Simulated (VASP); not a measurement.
```
CdS
1.0
    0.00000     8.90293     8.90293
    8.90293     0.00000     8.90293
    8.90293     8.90293     0.00000
Cd S
27 27
Direct
  0.00000   0.00000   0.00000
  0.00000   0.00000   0.33333
  0.00000   0.00000   0.66667
  0.00000   0.33333   0.00000
  0.00000   0.33333   0.33333
  0.00000   0.33333   0.66667
  0.00000   0.66667   0.00000
  0.00000   0.66667   0.33333
  0.00000   0.66667   0.66667
  0.33333   0.00000   0.00000
  0.33333   0.00000   0.33333
  0.33333   0.00000   0.66667
  0.33333   0.33333   0.00000
  0.33333   0.33333   0.33333
  0.33333   0.33333   0.66667
  0.33333   0.66667   0.00000
  0.33333   0.66667   0.33333
  0.33333   0.66667   0.66667
  0.66667   0.00000   0.00000
  0.66667   0.00000   0.33333
  0.66667   0.00000   0.66667
  0.66667   0.33333   0.00000
  0.66667   0.33333   0.33333
  0.66667   0.33333   0.66667
  0.66667   0.66667   0.00000
  0.66667   0.66667   0.33333
  0.66667   0.66667   0.66667
  0.08333   0.08333   0.08333
  0.08333   0.08333   0.41667
  0.08333   0.08333   0.75000
  0.08333   0.41667   0.08333
  0.08333   0.41667   0.41667
  0.08333   0.41667   0.75000
  0.08333   0.75000   0.08333
  0.08333   0.75000   0.41667
  0.08333   0.75000   0.75000
  0.41667   0.08333   0.08333
  0.41667   0.08333   0.41667
  0.41667   0.08333   0.75000
  0.41667   0.41667   0.08333
  0.41667   0.41667   0.41667
  0.41667   0.41667   0.75000
  0.41667   0.75000   0.08333
  0.41667   0.75000   0.41667
  0.41667   0.75000   0.75000
  0.75000   0.08333   0.08333
  0.75000   0.08333   0.41667
  0.75000   0.08333   0.75000
  0.75000   0.41667   0.08333
  0.75000   0.41667   0.41667
  0.75000   0.41667   0.75000
  0.75000   0.75000   0.08333
  0.75000   0.75000   0.41667
  0.75000   0.75000   0.75000
```

Level of theory: PBE GGA, VASP's PBE PAW potentials (set 64) (plane waves; VASP). Numerical set-up: PREC = Normal, LREAL = Auto, 400 eV cut-off, 1×1×1 Γ-centred mesh, Gaussian smearing of 0.050 eV, potentials Cd S.

The supercell is sampled at Γ alone, which is coarse: total energies, pressure and levels can be off, energies of defects by several tenths of an eV.

Question: Predict the energy per atom (σ→0).

Answer: 
```yaml
energy per atom (σ→0): -2.998 eV/atom
```

The cell is a supercell, built from a database entry that may be metastable or hypothetical.
